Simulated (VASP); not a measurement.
Input:

```
MnSi
1.0
    4.47242     0.00000     0.00000
    0.00000     4.47242     0.00000
    0.00000     0.00000     4.47242
Mn Si
4 4
Direct
  0.86272   0.63728   0.36272
  0.36272   0.86272   0.63728
  0.13728   0.13728   0.13728
  0.63728   0.36272   0.86272
  0.15454   0.34546   0.65454
  0.65454   0.15454   0.34546
  0.84546   0.84546   0.84546
  0.34546   0.65454   0.15454
```
Starting moments (μB, in the order of the record's atoms Mn Mn Mn Mn Si Si Si Si): 0.9 0.9 0.9 0.9 0.0 0.0 0.0 0.0.

Calculation: PBEsol GGA, VASP's PBE PAW potentials (set 64) (plane waves; VASP). Run with 500 eV cut-off, 7×7×7 Γ-centred mesh, first-order Methfessel-Paxton smearing of 0.10 eV, potentials Mn_pv Si.

Energy and stress use the plane-wave basis of the starting cell. The moments were started parallel, and other spin orders were not tried in this run.

**Question.** The ions, cell shape and volume at an external pressure of 5.0 GPa are relaxed. Give the cell that the relaxation ends in.

**Answer.** 
```
MnSi
1.0
    4.43992     0.00000     0.00000
    0.00000     4.43992     0.00000
    0.00000     0.00000     4.43992
Mn Si
4 4
Cartesian
  3.82876   2.83113   1.60879
  1.60879   3.82876   2.83113
  0.61117   0.61117   0.61117
  2.83113   1.60879   3.82876
  0.68555   1.53441   2.90551
  2.90551   0.68555   1.53441
  3.75437   3.75437   3.75437
  1.53441   2.90551   0.68555
```
Space group P2_13 (198), at a tolerance of 0.03 Å. The cell ends with 3.57 μB, on the sites 0.93 0.93 0.93 0.93 -0.04 -0.04 -0.04 -0.04 μB.

**Question.** How do energy and volume change from the first to the last step?

**Answer.** The energy (σ→0) changes by +3.8 meV/atom and the volume by -2.2 %, in 5 ionic steps.

The compound is MnSi in the B20 structure. This run relaxes it under an external pressure of 5 GPa. Symmetry was kept, so distortions that lower it aren't found.
